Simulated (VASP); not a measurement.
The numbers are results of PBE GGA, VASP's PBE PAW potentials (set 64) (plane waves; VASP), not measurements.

A VASP calculation is set up with these files.

**KPOINTS**
```
Regular mesh
0
G
  2 2 2
0 0 0
```

### INCAR
```
ALGO  =  Normal
EDIFF  =  1E-6
ENCUT  =  300
GGA  =  PE
ISIF  =  2
ISMEAR  =  0
LASPH  =  .True.
LCHARG  =  .False.
LMAXMIX  =  4
LREAL  =  .False.
LWAVE  =  .False.
NELM  =  100
PREC  =  Accurate
SIGMA  =  0.1
SYSTEM  =  ScAl3
```

File POSCAR:
```
ScAl3
1
    4.0878100000     0.0000000000     0.0000000000
    0.0000000000     4.0878100000     0.0000000000
    0.0000000000     0.0000000000     4.0878100000
Sc Al
1 3
Direct
  0.0000000000   0.0000000000   0.0000000000
  0.5000000000   0.0000000000   0.5000000000
  0.0000000000   0.5000000000   0.5000000000
  0.5000000000   0.5000000000   0.0000000000
```

POTCAR, in this order: Sc_sv Al (PBE.64 set). Program: vasp_std.

At this cut-off the stress carries a Pulay error, which pulls relaxed volumes low. Gaps are read on the run's mesh, which can miss a band edge.

### Question
What does the run give for the energy per atom (σ→0), pressure, band gap (on the k-mesh)?

### Answer

| Quantity | Result |
|---|---|
| energy per atom (σ→0) | -4.465 eV/atom |
| band gap (on the k-mesh) | none (metal, semimetal or under 0.01 eV) |
| pressure | 5.57 GPa |

### OSZICAR
```
...
DAV:   6    -0.179471575554E+02    0.71496E+00   -0.36197E+00   166   0.214E+01    0.330E+00
DAV:   7    -0.178918481570E+02    0.55309E-01   -0.58167E-02   112   0.145E+00    0.172E+00
DAV:   8    -0.178741086699E+02    0.17739E-01   -0.29568E-02   164   0.139E+00    0.173E-01
DAV:   9    -0.178739685239E+02    0.14015E-03   -0.23743E-03   138   0.379E-01    0.114E-01
DAV:  10    -0.178739712989E+02   -0.27749E-05   -0.16437E-04   152   0.126E-01    0.495E-02
DAV:  11    -0.178739705676E+02    0.73123E-06   -0.32118E-05   136   0.310E-02    0.125E-02
DAV:  12    -0.178739698783E+02    0.68934E-06   -0.36980E-06   126   0.153E-02
   1 F= -.17873970E+02 E0= -.17860228E+02  d E =-.274836E-01
```

The structure comes from a computed database's ScAl3 entry (Pm-3m); how it stands against other phases isn't given here. The cell was not relaxed at this level. The k-mesh is coarse (spacing up to 0.77 per Å, 2π included), so the numbers may not be converged in it. The run is one of a series of settings (KPOINTS 2×2×2 Γ-centred mesh against the base run), some of them coarse on purpose.
